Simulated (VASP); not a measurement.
Consider the following.

```xyz
4
Lattice="4.0110 0.0000 0.0000 0.0000 4.0110 0.0000 0.0000 0.0000 4.6074" Properties=species:S:1:pos:R:3 pbc="T T T"
Pb     2.0055     0.0000     3.4264
Pb     0.0000     2.0055     1.1810
O      2.0055     2.0055     0.0000
O      0.0000     0.0000     0.0000
```

Level of theory: PBE GGA, VASP's PBE PAW potentials (set 64) (plane waves; VASP). Numerical set-up: 620 eV cut-off, 6×6×5 Γ-centred mesh, Gaussian smearing of 0.050 eV, potentials Pb_d O.

Energy and stress use the plane-wave basis of the starting cell. Without a dispersion term in the relaxation, distances and binding between the weakly bound layers, chains or molecules are unreliable, and so is what depends on them.

### Question
The ions, cell shape and volume at an external pressure of 10.0 GPa are relaxed. Give the cell that the relaxation ends in.

### Answer

```xyz
4
Lattice="4.0012 0.0000 0.0000 0.0000 4.0012 0.0000 0.0000 0.0000 4.2295" Properties=species:S:1:pos:R:3 pbc="T T T"
Pb     2.0006     0.0000     3.0674
Pb     0.0000     2.0006     1.1621
O      2.0006     2.0006     0.0000
O      0.0000     0.0000     0.0000
```
Space group P4/nmm (129), at a tolerance of 0.03 Å.

### Question
How do energy and volume change from the first to the last step?

### Answer
The energy (σ→0) changes by +72.3 meV/atom and the volume by -8.7 %, in 11 ionic steps.

```tsv
step	E(σ→0) (eV)	max force (eV/Å)	pressure (GPa)	volume (Å³)
1	-21.3208	0.002	4.96	74.13
2	-20.9505	1.167	15.34	68.04
3	-21.1698	0.584	9.99	70.84
4	-21.1358	0.304	10.04	69.91
5	-21.0790	0.028	10.19	68.83
6	-21.0866	0.047	9.77	68.82
7	-21.0924	0.091	8.87	68.75
8	-21.0382	0.102	10.40	67.83
9	-21.0495	0.065	10.07	68.01
10	-21.0445	0.047	10.09	67.93
11	-21.0315	0.006	10.11	67.71
```

The compound is PbO in the litharge structure. This run relaxes it under an external pressure of 10 GPa. Symmetry was kept, so distortions that lower it aren't found.
